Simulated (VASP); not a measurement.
# ScCd (Pm-3m) in VASP: single point with LDA

Aim: the single point of ScCd with LDA.

Everything below comes from runs of VASP 6.6.1. Logs are shortened: lines on timing, memory, paths and dates and some standing lists are left out, and cuts for length are marked.

## 1. Starting point

Symmetry: Pm-3m, No. 221, cubic system. The conventional cell has a = 3.526 Å, b = 3.526 Å, c = 3.526 Å, α = 90.00°, β = 90.00°, γ = 90.00°. Sc (site symmetry m-3m) has 8 Cd at 3.05 Å as nearest neighbours. Around Cd (site symmetry m-3m) lie 8 Sc at 3.05 Å.

The cell comes from a database or a generator and needn't be the stable form of this composition.

## 2. Single point, LDA

The input, INCAR:

```
  PREC = Accurate
  ENCUT = 520
  EDIFF = 1E-7
  ISMEAR = 0
  SIGMA = 0.1
  LREAL = F
  LASPH = T
  NELM = 60
  ALGO = Fast
  ISIF = 2
  LWAVE = F
  LCHARG = T
  LELF = T
  LVHAR = T
  NBANDS = 18
```

The input, KPOINTS:

```
regular mesh
0
Gamma
  6 6 6
```

The input, POSCAR:

```
ScCd
1.0
    3.5262555900      0.0000000000      0.0000000000
    0.0000000000      3.5262555900      0.0000000000
    0.0000000000      0.0000000000      3.5262555900
Sc Cd
1 1
Direct
    0.5000000000      0.5000000000      0.5000000000
    0.0000000000      0.0000000000      0.0000000000
```

Potentials or basis: VASP PAW LDA potentials, release 64 (Sc_sv, Cd).

Started as:

```sh
cat potpaw_LDA.64/Sc_sv/POTCAR potpaw_LDA.64/Cd/POTCAR > POTCAR
mpirun -np 1 vasp_std > vasp.out
```

OUTCAR:

```text
PREC = Accurate
   ENCUT = 520
   EDIFF = 1E-7
   ISMEAR = 0
   LREAL = F
   LASPH = T
   NELM = 60
   ISIF = 2

 ion  position               nearest neighbor table
   1  0.500  0.500  0.500-   2 3.05   2 3.05   2 3.05   2 3.05   2 3.05   2 3.05   2 3.05   2 3.05

   2  0.000  0.000  0.000-   1 3.05   1 3.05   1 3.05   1 3.05   1 3.05   1 3.05   1 3.05   1 3.05

  LATTYP: Found a simple cubic cell.
 ALAT       =     3.5262555900

  Lattice vectors:

 A1 = (   3.5262555900,   0.0000000000,   0.0000000000)
 A2 = (   0.0000000000,   3.5262555900,   0.0000000000)
 A3 = (   0.0000000000,   0.0000000000,   3.5262555900)

Analysis of symmetry for initial positions (statically):
=====================================================================
 Subroutine PRICEL returns:
 Original cell was already a primitive cell.

 Routine SETGRP: Setting up the symmetry group for a
 simple cubic supercell.

 Subroutine GETGRP returns: Found 48 space group operations
 (whereof 48 operations were pure point group operations)
 out of a pool of 48 trial point group operations.

The static configuration has the point symmetry O_h .

Analysis of symmetry for dynamics (positions and initial velocities):
=====================================================================
 Subroutine PRICEL returns:
 Original cell was already a primitive cell.

 Routine SETGRP: Setting up the symmetry group for a
 simple cubic supercell.

 Subroutine GETGRP returns: Found 48 space group operations
 (whereof 48 operations were pure point group operations)
 out of a pool of 48 trial point group operations.

The dynamic configuration has the point symmetry O_h .

 Subroutine INISYM returns: Found 48 space group operations
 (whereof 48 operations are pure point group operations),
 and found     1 'primitive' translations

----------------------------------------------------------------------------------------

                                     Primitive cell

  volume of cell :      43.8471

  direct lattice vectors                    reciprocal lattice vectors
     3.526255590  0.000000000  0.000000000     0.283586931  0.000000000  0.000000000
     0.000000000  3.526255590  0.000000000     0.000000000  0.283586931  0.000000000
     0.000000000  0.000000000  3.526255590     0.000000000  0.000000000  0.283586931

  length of vectors
     3.526255590  3.526255590  3.526255590     0.283586931  0.283586931  0.283586931

  position of ions in fractional coordinates (direct lattice)
     0.500000000  0.500000000  0.500000000
     0.000000000  0.000000000  0.000000000

  ion indices of the primitive-cell ions
   primitive index   ion index
                 1           1
                 2           2

----------------------------------------------------------------------------------------

 KPOINTS: regular mesh

Automatic generation of k-mesh.
 Grid dimensions read from file:
 generate k-points for:    6    6    6

 Generating k-lattice:

  Cartesian coordinates                     Fractional coordinates (reciprocal lattice)
     0.047264488  0.000000000  0.000000000     0.166666667  0.000000000  0.000000000
     0.000000000  0.047264488  0.000000000     0.000000000  0.166666667  0.000000000
     0.000000000  0.000000000  0.047264488     0.000000000  0.000000000  0.166666667

  Length of vectors
     0.047264488  0.047264488  0.047264488

  Shift w.r.t. Gamma in fractional coordinates (k-lattice)
     0.000000000  0.000000000  0.000000000

 Subroutine IBZKPT returns following result:
 ===========================================

 Found     20 irreducible k-points:

 Following reciprocal coordinates:
            Coordinates               Weight
  0.000000  0.000000  0.000000      1.000000
  0.166667  0.000000  0.000000      6.000000
  0.333333  0.000000  0.000000      6.000000
  0.500000  0.000000  0.000000      3.000000
  0.166667  0.166667  0.000000     12.000000
  0.333333  0.166667  0.000000     24.000000
[... 12 lines left out ...]
  0.500000  0.500000  0.333333      6.000000
  0.500000  0.500000  0.500000      1.000000
   k-points           NKPTS =     20   k-points in BZ     NKDIM =     20   number of bands    NBANDS=     18
   number of dos      NEDOS =    301   number of ions     NIONS =      2
   total plane-waves  NPLWV =  21952
   dimension x,y,z NGX =    28 NGY =   28 NGZ =   28
   dimension x,y,z NGXF=    56 NGYF=   56 NGZF=   56
   ions per type =               1   1
   NGX,Y,Z   is equivalent  to a cutoff of  13.20, 13.20, 13.20 a.u.
   NGXF,Y,Z  is equivalent  to a cutoff of  26.40, 26.40, 26.40 a.u.
 SYSTEM =  unknown system
   PREC   = accura    normal or accurate (medium, high low for compatibility)
   ISTART =      0    job   : 0-new  1-cont  2-samecut
   ICHARG =      2    charge: 1-file 2-atom 10-const
   ISPIN  =      1    spin polarized calculation?
   LNONCOLLINEAR =      F non collinear calculations
   LSORBIT =      F    spin-orbit coupling
   LASPH  =      T    aspherical Exc in radial PAW
   ENCUT  =  520.0 eV  38.22 Ry    6.18 a.u.   6.56  6.56  6.56*2*pi/ulx,y,z
   NELM   =     60;   NELMIN=  2; NELMDL= -5     # of ELM steps
   EDIFF  = 0.1E-06   stopping-criterion for ELM
   LREAL  =      F    real-space projection
   EDIFFG = 0.1E-05   stopping-criterion for IOM
   NSW    =      0    number of steps for IOM
   IBRION =     -1    ionic relax: 0-MD 1-quasi-New 2-CG
   NFREE  =      0    steps in history (QN), initial steepest desc. (CG)
   ISIF   =      2    stress and relaxation
   ISYM   =      2    0-nonsym 1-usesym 2-fastsym
   POTIM  = 0.5000    time-step for ionic-motion
   TEBEG  =    0.0;   TEEND  =   0.0 temperature during run
   PSTRESS=    0.0 pullay stress
   NELECT =      23.0000    total number of electrons
   NUPDOWN=      -1.0000    fix difference up-down
   EMIN   =  10.00;   EMAX   =-10.00  energy-range for DOS
   EFERMI =   0.00;   METHOD = LEGACY
   ISMEAR =     0;   SIGMA  =   0.10  broadening in eV -4-tet -1-fermi 0-gaus
   EFERMI_NEDOS =   21; number of points for ismear=-14 and -15
   IALGO  =     68    algorithm
   IMIX   =      4    mixing-type and parameters
     AMIX     =   0.40;   BMIX     =  1.00
     AMIX_MAG =   1.60;   BMIX_MAG =  1.00
  volume/ion in A,a.u.               =      21.92       147.95
  Fermi-wavevector in a.u.,A,eV,Ry     =   1.320293  2.494992 23.717317  1.743174
  Thomas-Fermi vector in A             =   2.450130
   LORBIT       =      0    0 simple, 1 ext, 2 COOP (PROOUT), +10 PAW based schemes
   GGA     = CA    functional components
   LHFCALC =     F    Hartree Fock is set to
   AEXX    =    0.0000 exact exchange contribution
   IVDW    =     0    specifies the selected vdW correction
   LEPSILON=     F    determine dielectric tensor
   LRPA    =     F    only Hartree local field effects (RPA)
 non-spin polarized calculation
 RMM-DIIS sequential band-by-band and
 Gauss-broadening in eV      SIGMA  =   0.10
  energy-cutoff  :      520.00
  volume of cell :       43.85
 maximum number of plane-waves:      1208
 NGX is ok and might be reduce to    28
   NGX = 13   NGY = 13   NGZ = 13

 number of electron      23.0000006 magnetization

 Free energy of the ion-electron system (eV)
  ---------------------------------------------------
  ext. energy  EPLUGINS =         0.00000000
  ---------------------------------------------------
  free energy    TOTEN  =        -8.92231541 eV

  energy without entropy =       -8.90940791  energy(sigma->0) =       -8.91586166

 E-fermi :   3.4283     XC(G=0): -10.9737

 val. band max:        3.4212462952   @ k =   0.1667   0.1667   0.0000
 cond. band min:       3.4492913896   @ k =   0.1667   0.1667   0.1667
 fundamental gap:      0.0280450945
 Fermi energy:         3.4282723529

 k-point     1 :       0.0000    0.0000    0.0000
  band No.  band energies     occupation
      1     -46.0109      2.00000
      2     -24.9231      2.00000
      3     -24.9231      2.00000
      4     -24.9231      2.00000
      5      -5.3934      2.00000
      6      -5.3934      2.00000
[... 10 lines left out ...]
     17       8.3641      0.00000
     18       8.3641      0.00000

 k-point     2 :       0.1667    0.0000    0.0000
  band No.  band energies     occupation
      1     -46.0089      2.00000
      2     -24.9504      2.00000
      3     -24.9211      2.00000
      4     -24.9211      2.00000
      5      -5.3709      2.00000
      6      -5.3012      2.00000
[... 10 lines left out ...]
     17       9.3147      0.00000
     18       9.3147      0.00000

 k-point     3 :       0.3333    0.0000    0.0000
  band No.  band energies     occupation
      1     -46.0048      2.00000
      2     -25.0048      2.00000
      3     -24.9171      2.00000
      4     -24.9171      2.00000
      5      -5.3253      2.00000
      6      -5.1296      2.00000
[... 10 lines left out ...]
     17      11.2708      0.00000
     18      11.2709      0.00000

 k-point     4 :       0.5000    0.0000    0.0000
  band No.  band energies     occupation
      1     -46.0027      2.00000
      2     -25.0317      2.00000
      3     -24.9151      2.00000
      4     -24.9151      2.00000
      5      -5.3023      2.00000
      6      -5.0855      2.00000
[... 291 lines left out ...]
      4     -24.9835      2.00000
      5      -5.3053      2.00000
      6      -5.2455      2.00000
[... 10 lines left out ...]
     17       6.8388      0.00000
     18       9.7456      0.00000

 k-point    19 :       0.5000    0.5000    0.3333
  band No.  band energies     occupation
      1     -45.9891      2.00000
      2     -25.0086      2.00000
      3     -25.0086      2.00000
      4     -24.9811      2.00000
      5      -5.3231      2.00000
      6      -5.2525      2.00000
[... 10 lines left out ...]
     17       6.9792      0.00000
     18       8.2807      0.00000

 k-point    20 :       0.5000    0.5000    0.5000
  band No.  band energies     occupation
      1     -45.9872      2.00000
      2     -25.0062      2.00000
      3     -25.0062      2.00000
      4     -25.0062      2.00000
      5      -5.2894      2.00000
      6      -5.2894      2.00000
[... 10 lines left out ...]
     17       8.0165      0.00000
     18       8.0165      0.00000

------------------------ aborting loop because EDIFF is reached ----------------------------------------

  FORCE on cell =-STRESS in cart. coord.  units (eV):
  Direction    XX          YY          ZZ          XY          YZ          ZX
  --------------------------------------------------------------------------------------
  -------------------------------------------------------------------------------------
  Total       -1.4154764     -1.4154764     -1.4154764     -0.0000000      0.0000000      0.0000000
  in kB      -51.7215896    -51.7215896    -51.7215896     -0.0000000      0.0000000      0.0000000
  external PRESSURE =     -51.7215896 kB  Pullay stress =       0.0000000 kB

 VOLUME and BASIS-vectors are now :
 -----------------------------------------------------------------------------
  energy-cutoff  :      520.00
  volume of cell :       43.85
      direct lattice vectors                 reciprocal lattice vectors
     3.526255590  0.000000000  0.000000000     0.283586931  0.000000000  0.000000000
     0.000000000  3.526255590  0.000000000     0.000000000  0.283586931  0.000000000
     0.000000000  0.000000000  3.526255590     0.000000000  0.000000000  0.283586931

 POSITION                                       TOTAL-FORCE (eV/Angst)
 -----------------------------------------------------------------------------------
      1.76313      1.76313      1.76313         0.000000      0.000000      0.000000
      0.00000      0.00000      0.00000         0.000000      0.000000      0.000000
 -----------------------------------------------------------------------------------
    total drift:                                0.000000      0.000000      0.000000

  FREE ENERGIE OF THE ION-ELECTRON SYSTEM (eV)
  ---------------------------------------------------
  free  energy   TOTEN  =        -8.9223154060 eV

  energy  without entropy=       -8.9094079089  energy(sigma->0) =       -8.91586166
```

Run time: 8.7 s. Hardware: 1 thread of Intel Xeon 6975P-C (Granite Rapids), shared host; peak memory 0.14 GiB.

What came out:

- Free energy: -8.9223 eV
- Pressure: -5.2 GPa
- Band gap on the k mesh: none (metal or under the smearing width)

Levels at points of the mesh, in eV from the Fermi level:
```
           k point  band 8  band 9  band 10  band 11  band 12  band 13  band 14  band 15  band 16  band 17
(0.00, 0.00, 0.00)   -8.40   -8.40    -7.33     0.12     0.12     2.34     2.34     2.34     4.94     4.94
(0.50, 0.00, 0.00)   -8.48   -8.36    -4.22    -3.57     0.14     0.90     0.90     2.27     3.09     9.93
(0.50, 0.50, 0.00)   -8.57   -8.11    -3.17    -0.75    -0.75     0.21     1.79     1.79     2.88     4.67
(0.50, 0.50, 0.50)   -8.10   -8.10    -1.52    -1.52    -1.52     1.11     2.94     2.94     4.59     4.59
```
